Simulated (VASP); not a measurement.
These are LDA (Ceperley-Alder, Perdew-Zunger), VASP's LDA PAW potentials (set 64) (plane waves; VASP) values and carry that method's errors.

A VASP calculation is set up with these files.

### INCAR
```
NSW  =  40   # most ionic steps
LREAL  =  .FALSE.
LASPH  =  .TRUE.   # aspherical one-centre terms
EDIFF  =  1E-6
PSTRESS  =  200   # kbar
PREC  =  Accurate
ALGO  =  Normal   # blocked Davidson
NELM  =  100   # most electronic steps
LCHARG  =  .FALSE.
EDIFFG  =  -0.02   # ionic stop
IBRION  =  2   # conjugate gradients
ISMEAR  =  1   # Methfessel-Paxton
SYSTEM  =  TiAl
LWAVE  =  .FALSE.
ISIF  =  3   # ions, shape and volume
SIGMA  =  0.1   # width (eV)
ENCUT  =  500
LMAXMIX  =  4   # l cut-off of mixed one-centre charges
```

KPOINTS:
```
Automatic
0
G
 14 14 10
```

### POSCAR
```
TiAl
1
    2.6568168953     0.0000000000     0.0000000000
    0.0000000000     2.6568168953    -0.0000000000
    0.0000000000    -0.0000000000     3.8318014158
Ti Al
1 1
Direct
  0.0000000000   0.0000000000   0.0000000000
  0.5000000000   0.5000000000   0.5000000000
```

POTCAR, in this order: Ti_sv Al (LDA.64 set). Program: vasp_std.

The run wrote:

File OUTCAR:
```
 ion  position               nearest neighbor table
   1  0.000  0.000  0.000-   2 2.68   2 2.68   2 2.68   2 2.68   2 2.68   2 2.68   2 2.68   2 2.68
  LATTYP: Found a simple tetragonal cell.
 ALAT       =     2.6568168953
 C/A-ratio  =     1.4422527283
 Subroutine PRICEL returns:
 Original cell was already a primitive cell.
 Subroutine GETGRP returns: Found 16 space group operations
The static configuration has the point symmetry D_4h.
The dynamic configuration has the point symmetry D_4h.
 Subroutine INISYM returns: Found 16 space group operations
 Subroutine IBZKPT returns following result:
 Found    216 irreducible k-points:

 Following reciprocal coordinates:
            Coordinates               Weight
  0.000000  0.000000  0.000000      1.000000
  0.071429  0.000000  0.000000      4.000000
  0.142857  0.000000  0.000000      4.000000
  0.214286  0.000000  0.000000      4.000000
  0.285714  0.000000  0.000000      4.000000
  0.357143  0.000000  0.000000      4.000000
  0.428571  0.000000  0.000000      4.000000
  0.500000  0.000000  0.000000      2.000000
  0.071429  0.071429  0.000000      4.000000
  0.142857  0.071429  0.000000      8.000000
  0.214286  0.071429  0.000000      8.000000
  0.285714  0.071429  0.000000      8.000000
  0.357143  0.071429  0.000000      8.000000
  0.428571  0.071429  0.000000      8.000000
  0.500000  0.071429  0.000000      4.000000
  0.142857  0.142857  0.000000      4.000000
  0.214286  0.142857  0.000000      8.000000
  0.285714  0.142857  0.000000      8.000000
  0.357143  0.142857  0.000000      8.000000
  0.428571  0.142857  0.000000      8.000000
  0.500000  0.142857  0.000000      4.000000
  0.214286  0.214286  0.000000      4.000000
  0.285714  0.214286  0.000000      8.000000
  0.357143  0.214286  0.000000      8.000000
  0.428571  0.214286  0.000000      8.000000
  0.500000  0.214286  0.000000      4.000000
  0.285714  0.285714  0.000000      4.000000
  0.357143  0.285714  0.000000      8.000000
  0.428571  0.285714  0.000000      8.000000
  0.500000  0.285714  0.000000      4.000000
  0.357143  0.357143  0.000000      4.000000
  0.428571  0.357143  0.000000      8.000000
  0.500000  0.357143  0.000000      4.000000
  0.428571  0.428571  0.000000      4.000000
  0.500000  0.428571  0.000000      4.000000
  0.500000  0.500000  0.000000      1.000000
  0.000000  0.000000  0.100000      2.000000
  0.071429  0.000000  0.100000      8.000000
  0.142857  0.000000  0.100000      8.000000
  0.214286  0.000000  0.100000      8.000000
   k-points           NKPTS =    216   k-points in BZ     NKDIM =    216   number of bands    NBANDS=     11
   number of dos      NEDOS =    301   number of ions     NIONS =      2
   total plane-waves  NPLWV =  11200
   dimension x,y,z NGX =    20 NGY =   20 NGZ =   28
   dimension x,y,z NGXF=    40 NGYF=   40 NGZF=   56
   ions per type =               1   1
   PREC   = accura    normal or accurate (medium, high low for compatibility)
   ISTART =      0    job   : 0-new  1-cont  2-samecut
   ICHARG =      2    charge: 1-file 2-atom 10-const
   ISPIN  =      1    spin polarized calculation?
   LNONCOLLINEAR =      F non collinear calculations
   LSORBIT =      F    spin-orbit coupling
   INIWAV =      1    electr: 0-lowe 1-rand  2-diag
   ENCUT  =  500.0 eV  36.75 Ry    6.06 a.u.   4.84  4.84  6.99*2*pi/ulx,y,z
   NELM   =    100;   NELMIN=  2; NELMDL= -5     # of ELM steps
   EDIFF  = 0.1E-05   stopping-criterion for ELM
   LREAL  =      F    real-space projection
   NLSPLINE    = F    spline interpolate recip. space projectors
   LMAXMIX     =    4 max onsite mixed and CHGCAR
...
```

### OSZICAR
```
       N       E                     dE             d eps       ncg     rms          rms(c)
DAV:   1     0.907472657666E+02    0.90747E+02   -0.74742E+03  4752   0.140E+03
DAV:   2    -0.886499681921E+01   -0.99612E+02   -0.96461E+02  4830   0.338E+02
DAV:   3    -0.145062458545E+02   -0.56412E+01   -0.53802E+01  7150   0.777E+01
DAV:   4    -0.147135001325E+02   -0.20725E+00   -0.20310E+00  5954   0.128E+01
DAV:   5    -0.147206731596E+02   -0.71730E-02   -0.71688E-02  6745   0.217E+00    0.115E+01
DAV:   6    -0.134936321199E+02    0.12270E+01   -0.94393E+00  5760   0.363E+01    0.363E+00
DAV:   7    -0.133894801528E+02    0.10415E+00   -0.72380E-01  5374   0.100E+01    0.254E+00
DAV:   8    -0.133796557197E+02    0.98244E-02   -0.11288E-01  5278   0.364E+00    0.468E-01
DAV:   9    -0.133798076156E+02   -0.15190E-03   -0.20533E-02  6180   0.194E+00    0.261E-01
DAV:  10    -0.133800985610E+02   -0.29095E-03   -0.14957E-03  5891   0.434E-01    0.595E-02
DAV:  11    -0.133800864323E+02    0.12129E-04   -0.29138E-04  5782   0.212E-01    0.431E-02
DAV:  12    -0.133800878245E+02   -0.13923E-05   -0.29008E-05  5293   0.661E-02    0.116E-02
DAV:  13    -0.133800870669E+02    0.75760E-06   -0.11796E-06  3702   0.154E-02
   1 F= -.10003751E+02 E0= -.10003981E+02  d E =-.100038E+02
       N       E                     dE             d eps       ncg     rms          rms(c)
DAV:   1    -0.133832942258E+02   -0.32064E-02   -0.14304E-02  4980   0.198E+00    0.155E-01
DAV:   2    -0.133829191904E+02    0.37504E-03   -0.19127E-03  5143   0.544E-01    0.610E-02
DAV:   3    -0.133828572779E+02    0.61912E-04   -0.23456E-04  5706   0.170E-01    0.299E-02
DAV:   4    -0.133828442072E+02    0.13071E-04   -0.48435E-05  7249   0.701E-02    0.102E-02
DAV:   5    -0.133828456224E+02   -0.14152E-05   -0.51016E-06  4984   0.242E-02    0.250E-03
DAV:   6    -0.133828457062E+02   -0.83831E-07   -0.11267E-06  3776   0.848E-03
   2 F= -.10003845E+02 E0= -.10004119E+02  d E =-.935147E-04
```

File OUTCAR:
```
------------------------ aborting loop because EDIFF is reached ----------------------------------------
  FORCE on cell =-STRESS in cart. coord.  units (eV):
  Direction    XX          YY          ZZ          XY          YZ          ZX
  --------------------------------------------------------------------------------------
  Total        3.3529118      3.3529118      3.4093821      0.0000000     -0.0000000      0.0000000
  in kB      198.4557973    198.4557973    201.7982244      0.0000000     -0.0000000      0.0000000
  external PRESSURE =      -0.4300604 kB  Pullay stress =     200.0000000 kB
  volume of cell :       27.07
      direct lattice vectors                 reciprocal lattice vectors
     2.655763722  0.000000000  0.000000000     0.376539521  0.000000000  0.000000000
     0.000000000  2.655763722  0.000000000     0.000000000  0.376539521  0.000000000
     0.000000000  0.000000000  3.837868153     0.000000000  0.000000000  0.260561322
 POSITION                                       TOTAL-FORCE (eV/Angst)
 -----------------------------------------------------------------------------------
      0.00000      0.00000      0.00000         0.000000      0.000000      0.000000
      1.32788      1.32788      1.91893         0.000000      0.000000      0.000000
 -----------------------------------------------------------------------------------
    total drift:                               -0.000000      0.000000     -0.000000
  FREE ENERGIE OF THE ION-ELECTRON SYSTEM (eV)
  ---------------------------------------------------
  free  energy   TOTEN  =       -13.3828457062 eV

  energy  without entropy=      -13.3836675920  energy(sigma->0) =      -13.38311967
  enthalpy is  TOTEN    =       -10.0038446115 eV   P V=        3.3790010947

 reached required accuracy - stopping structural energy minimisation
```
(Selected blocks of OUTCAR.)

File CONTCAR:
```
TiAl
   1.00000000000000
     2.6557637224412529    0.0000000000000000    0.0000000000000000
     0.0000000000000000    2.6557637224412529    0.0000000000000000
     0.0000000000000000    0.0000000000000000    3.8378681534848784
  Ti              Al
     1     1
Direct
     0.0000000000000000    0.0000000000000000    0.0000000000000000
     0.5000000000000000    0.5000000000000000    0.5000000000000000
```

### OUTCAR
```
 val. band max:       10.0776327307   @ k =   0.5000   0.3571   0.0000

 cond. band min:      10.0907260959   @ k =   0.2857   0.2857   0.0000


 Fermi energy:        10.0809533406

 k-point     1 :       0.0000    0.0000    0.0000
  band No.  band energies     occupation
      1     -45.4706      2.00000
      2     -22.2791      2.00000
      3     -21.6415      2.00000
      4     -21.6415      2.00000
      5       0.2883      2.00000
      6       7.8316      2.00000
      7       8.9543      2.00000
      8      10.0548      1.42586
      9      12.7115      0.00000
     10      12.7115      0.00000
     11      14.1271      0.00000

 k-point     2 :       0.0714    0.0000    0.0000
  band No.  band energies     occupation
      1     -45.4645      2.00000
      2     -22.2735      2.00000
      3     -21.6863      2.00000
      4     -21.6376      2.00000
      5       0.4038      2.00000
      6       7.9308      2.00000
      7       9.0128      2.00000
      8       9.9029      2.03038
      9      12.7342      0.00000
     10      12.8663      0.00000
     11      13.9961      0.00000

 k-point     3 :       0.1429    0.0000    0.0000
  band No.  band energies     occupation
      1     -45.4474      2.00000
      2     -22.2578      2.00000
      3     -21.8108      2.00000
      4     -21.6267      2.00000
      5       0.7456      2.00000
      6       8.1991      2.00000
      7       9.1526      2.00000
      8       9.5318      2.00000
      9      12.7984      0.00000
     10      13.2613      0.00000
     11      13.6550      0.00000

 k-point     4 :       0.2143    0.0000    0.0000
  band No.  band energies     occupation
      1     -45.4226      2.00000
      2     -22.2350      2.00000
      3     -21.9877      2.00000
      4     -21.6110      2.00000
      5       1.3015      2.00000
      6       8.5569      2.00000
      7       9.0797      2.00000
      8       9.2224      2.00000
      9      12.8930      0.00000
...
```

The compound is TiAl in the L1_0 structure. This run relaxes it under an external pressure of 20 GPa. Symmetry was kept, so distortions that lower it aren't found. The electron count is odd and the run is not spin-polarised, which forces a metal.
